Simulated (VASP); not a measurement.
An input for Quantum ESPRESSO's pw.x (written as the equivalent of a VASP run, and not itself run):

```
&CONTROL
  calculation = 'scf'
  pseudo_dir = './pseudo'
  outdir = './out'
  tprnfor = .true.
  tstress = .true.
/
&SYSTEM
  ibrav = 0
  nat = 1
  ntyp = 1
  ecutwfc = 90
  occupations = 'tetrahedra'
  input_dft = 'vdw-df-cx'
  nspin = 2
  starting_magnetization(1) = 0.21
/
&ELECTRONS
  conv_thr = 7.3e-09
  electron_maxstep = 100
/
ATOMIC_SPECIES
  Fe 55.845 Fe.upf
CELL_PARAMETERS angstrom
    -1.3958502    1.3958502    1.3958502
     1.3958502   -1.3958502    1.3958502
     1.3958502    1.3958502   -1.3958502
ATOMIC_POSITIONS crystal
  Fe   0.0000000  0.0000000  0.0000000
K_POINTS automatic
  20 20 20 0 0 0
```

Write the VASP files for the same calculation (vdW-DF-cx).

One answer among several that fit: 
### INCAR
```
SYSTEM  =  Fe
PREC  =  Accurate; ENCUT  =  520; LREAL  =  .FALSE.
LASPH  =  .TRUE.
EDIFF  =  1E-7; NELM  =  100; ALGO  =  Normal
LMAXMIX  =  4
ISMEAR  =  -5
GGA  =  CX; LUSE_VDW  =  .TRUE.; AGGAC  =  0.0
ISPIN  =  2; MAGMOM  =  2.1
ISIF  =  2
LWAVE  =  .FALSE.; LCHARG  =  .TRUE.; LORBIT  =  11
NEDOS  =  601
```

### KPOINTS
```
Automatic mesh
0
G
  20 20 20
```

**POSCAR**
```
Fe
2.4176840
 -0.5773501610   0.5773501610   0.5773501610
  0.5773501610  -0.5773501610   0.5773501610
  0.5773501610   0.5773501610  -0.5773501610
Fe
1
Cartesian
  0.0000000000   0.0000000000   0.0000000000
```

POTCAR, in this order: Fe (PBE.64 set). Program: vasp_std.

Limits of the translation: the potentials are each code's own (VASP's PAW set, PseudoDojo norm-conserving files in pw.x), so ENCUT and ecutwfc are chosen apart and not converted; conv_thr bounds pw.x's estimated SCF error, while EDIFF bounds the energy change between steps; starting_magnetization is a fraction of the valence charge and MAGMOM a moment in μB, so they match only roughly.

The compound is Fe in the bcc structure. It was relaxed first, which changed the volume by -8 %.
